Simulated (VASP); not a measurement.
A VASP calculation is set up with these files.

File POSCAR:
```
AlP
5.4762290
  0.0000000000   0.4999999646   0.4999999646
  0.4999999646   0.0000000000   0.4999999646
  0.4999999646   0.4999999646   0.0000000000
Al P
1 1
Cart
  0.0000000000   0.0000000000   0.0000000000
  0.2499999823   0.2499999823   0.2499999823
```

File KPOINTS:
```
Regular mesh
0
Gamma
8 8 8
```

**INCAR**
```
# general
SYSTEM=AlP
PREC  =Accurate
ENCUT =520
LREAL =.False.
LASPH =.True.

# electronic loop
EDIFF =1E-7
NELM  =100
ALGO  =Normal

# smearing
ISMEAR=0
SIGMA =0.05

# functional
GGA   =PE
IVDW  =11

# ions
ISIF  =2

# output
LWAVE =.False.
LCHARG=.False.
```

POTCAR, in this order: Al P (PBE.64 set). Program: vasp_std.

**Question.** Translate this PBE-D3 (zero damping) calculation to Quantum ESPRESSO's pw.x.

**Answer.** One equivalent input (not run):
```
&CONTROL
  calculation = 'scf'
  pseudo_dir = './pseudo'
  outdir = './out'
  tprnfor = .true.
  tstress = .true.
/
&SYSTEM
  ibrav = 0
  nat = 2
  ntyp = 2
  ecutwfc = 44
  occupations = 'smearing'
  smearing = 'gaussian'
  degauss = 0.003675
  input_dft = 'pbe'
  vdw_corr = 'grimme-d3'
  dftd3_version = 3
  dftd3_threebody = .false.
/
&ELECTRONS
  conv_thr = 7.3e-09
  electron_maxstep = 100
/
ATOMIC_SPECIES
  Al 26.982 Al.upf
  P 30.974 P.upf
CELL_PARAMETERS angstrom
     0.0000000    2.7381143    2.7381143
     2.7381143    0.0000000    2.7381143
     2.7381143    2.7381143    0.0000000
ATOMIC_POSITIONS crystal
  Al   0.0000000  0.0000000  0.0000000
  P    0.2500000  0.2500000  0.2500000
K_POINTS automatic
  8 8 8 0 0 0
```
What does not carry over: the potentials are each code's own (VASP's PAW set, PseudoDojo norm-conserving files in pw.x), so ENCUT and ecutwfc are chosen apart and not converted; conv_thr bounds pw.x's estimated SCF error, while EDIFF bounds the energy change between steps.

The compound is AlP in the zinc blende structure. It was relaxed first.
